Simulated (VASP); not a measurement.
Input:

```
CELL_PARAMETERS angstrom
      4.29000     0.00000     0.00000
      0.00000     4.29000     0.00000
      0.00000     0.00000     4.29000
ATOMIC_POSITIONS crystal
  Cs 0.00000 0.00000 0.00000
  Br 0.50000 0.50000 0.50000
```

Calculation: PBE GGA with D3 dispersion (zero damping), VASP's PBE PAW potentials (set 64) (plane waves; VASP). Settings: 520 eV cut-off, 6×6×6 Γ-centred mesh, Gaussian smearing of 0.050 eV, potentials Cs_sv Br.

Energy and stress use the plane-wave basis of the starting cell.

Problem. The ions, cell shape and volume are relaxed. Which structure does the run end with?

Solution. 
```
CELL_PARAMETERS angstrom
      4.39001     0.00000     0.00000
      0.00000     4.39001     0.00000
      0.00000     0.00000     4.39001
ATOMIC_POSITIONS crystal
  Cs 0.00000 0.00000 0.00000
  Br 0.50000 0.50000 0.50000
```
Space group Pm-3m (221), at a tolerance of 0.03 Å.

Problem. How do energy and volume change from the first to the last step?

Solution. The energy (σ→0) changes by -8.9 meV/atom and the volume by +7.2 %, in 3 ionic steps.

The compound is CsBr in the CsCl type structure. This run relaxes it. Symmetry was kept, so distortions that lower it aren't found.
